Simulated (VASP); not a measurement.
Elastic constants (GPa) of a crystal from PBE GGA, VASP's PBE PAW potentials (set 64) (VASP):

```json
[
 {"": "xx", "xx": "283.1", "yy": "149.9", "zz": "149.9", "yz": "0.0", "xz": "0.0", "xy": "0.0"},
 {"": "yy", "xx": "149.9", "yy": "283.1", "zz": "149.9", "yz": "0.0", "xz": "0.0", "xy": "0.0"},
 {"": "zz", "xx": "149.9", "yy": "149.9", "zz": "283.1", "yz": "0.0", "xz": "0.0", "xy": "0.0"},
 {"": "yz", "xx": "0.0", "yy": "0.0", "zz": "0.0", "yz": "179.3", "xz": "0.0", "xy": "0.0"},
 {"": "xz", "xx": "0.0", "yy": "0.0", "zz": "0.0", "yz": "0.0", "xz": "179.3", "xy": "0.0"},
 {"": "xy", "xx": "0.0", "yy": "0.0", "zz": "0.0", "yz": "0.0", "xz": "0.0", "xy": "179.3"}
]
```

Q: Work out the Voigt, Reuss and Hill moduli, Young's modulus and Poisson's ratio.

A: All eigenvalues are positive (smallest 133.2 GPa), so the crystal is stable. K_V = (C11+C22+C33+2(C12+C13+C23))/9 = (849.3 + 2×449.7)/9 = 194.3 GPa; G_V = (849.3 − 449.7 + 3×537.9)/15 = 134.2 GPa. From the compliances, K_R = 194.3 GPa and G_R = 106.9 GPa. Hill: K = 194.3 GPa, G = 120.6 GPa, E = 9KG/(3K+G) = 299.7 GPa, ν = (3K−2G)/(2(3K+G)) = 0.243. K/G = 1.61, below Pugh's 1.75; universal anisotropy A^U = 1.28.

Q: With a density of 3.19 g/cm³, what are the mean sound speeds?

A: v_l = √((K+4G/3)/ρ) = 10.54 km/s and v_t = √(G/ρ) = 6.14 km/s. The crystal is AlN (zinc blende), cubic.

The compound is AlN in the zinc blende structure, a metastable form; wurtzite is the usual one. It was relaxed first.
